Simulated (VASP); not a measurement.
Here is a VASP 6.6.1 calculation.

Contents of INCAR:

```
PREC = Accurate
ENCUT = 600
EDIFF = 1E-6
ISMEAR = -1
SIGMA = 0.05
LREAL = F
LASPH = T
NELM = 60
ALGO = Normal
ISIF = 3
LWAVE = F
LCHARG = F
LMAXMIX = 4
LDAU = T
LDAUTYPE = 2
LDAUL = -1 -1 2
LDAUU = 0 0 5
LDAUJ = 0 0 0
LDAUPRINT = 1
GGA = PE
IBRION = 2
NSW = 60
EDIFFG = -0.01
```

Contents of KPOINTS:

```
Automatic mesh
0
Gamma
  5 5 5
```

The input POSCAR:

```
SrB3Pt
1.0
    4.5405600000      0.0000000000      0.0000000000
    0.0000000000      4.5405600000      0.0000000000
    0.0000000000      0.0000000000      4.5405600000
Sr B Pt
1 3 1
Direct
    0.0000000000      0.0000000000      0.0000000000
    0.5000000000      0.0000000000      0.0000000000
    0.0000000000      0.5000000000      0.0000000000
    0.0000000000      0.0000000000      0.5000000000
    0.5000000000      0.5000000000      0.5000000000
```

Potentials or basis: VASP PAW PBE potentials, release 64 (Sr_sv, B, Pt).

The run is started by

```console
$ cat potpaw_PBE.64/Sr_sv/POTCAR potpaw_PBE.64/B/POTCAR potpaw_PBE.64/Pt/POTCAR > POTCAR
$ mpirun -np 1 vasp_std > vasp.out
```

(1) What does it give for the band gap on the k mesh?

(2) Predict the relaxed volume.

## Answers

(1) none (metal or under the smearing width).

(2) 21.33 Å³/atom.

Caveat: U without spin polarisation on a metal has little footing; the U is typed as a test and isn't derived for this compound.
